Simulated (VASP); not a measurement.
Input:

```
CELL_PARAMETERS angstrom
      0.00000     2.99266     2.99266
      2.99266     0.00000     2.99266
      2.99266     2.99266     0.00000
ATOMIC_POSITIONS crystal
  Pb 0.00000 0.00000 0.00000
  F  0.25000 0.25000 0.25000
  F  0.75000 0.75000 0.75000
```

Level of theory: PBE GGA with D3 dispersion (zero damping), VASP's PBE PAW potentials (set 64) (plane waves; VASP). Settings: 520 eV cut-off, 7×7×7 Γ-centred mesh, Gaussian smearing of 0.050 eV, potentials Pb_d F.

Give the energy at these volumes per atom, relative to the lowest: 16.75, 17.28, 17.82, 18.35, 18.89 Å³.

16.4, 4.2, 0.0, 2.5, 10.5 meV/atom. A third-order Birch-Murnaghan fit gives B0 = 65.3 GPa and B0′ = 5.3.

Measured: bulk modulus 64.0 GPa (computed value off by +2.1 %), a 5.940 Å (computed value off by +0.8 %), as given by E. Cadelano et al., The European Physical Journal B (2011), arXiv:1107.5962. The calculation is for a static lattice, while the measured bulk modulus, a hold thermal and zero-point effects, which are part of the difference.

The compound is PbF2 in the fluorite structure, the β form. It was relaxed first.
